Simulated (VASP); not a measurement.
Given:

```
MgO
1.0
    0.00000     2.06781     2.06781
    2.06781     0.00000     2.06781
    2.06781     2.06781     0.00000
Mg O
1 1
Direct
  0.00000   0.00000   0.00000
  0.50000   0.50000   0.50000
```

These are rev-vdW-DF2, VASP's PBE PAW potentials (set 64) (plane waves; VASP) values and carry that method's errors. Run with 520 eV cut-off, 11×11×11 Γ-centred mesh, Gaussian smearing of 0.050 eV, potentials Mg O.

Problem. What does the run give for the energy per atom (σ→0), pressure, band gap (on the k-mesh) with the smallest direct gap where there is one?

Solution. 
The band gap (on the k-mesh) comes out as 5.38 eV. The smallest direct gap (on the k-mesh) comes out as 5.38 eV. The energy per atom (σ→0) comes out as -4.774 eV/atom and the pressure is 11.18 GPa.

Only differences to runs with the same potentials and settings are physical.

The compound is MgO in the rock salt structure. This cell is one point of a volume scan, at 0.94 of the reference volume.
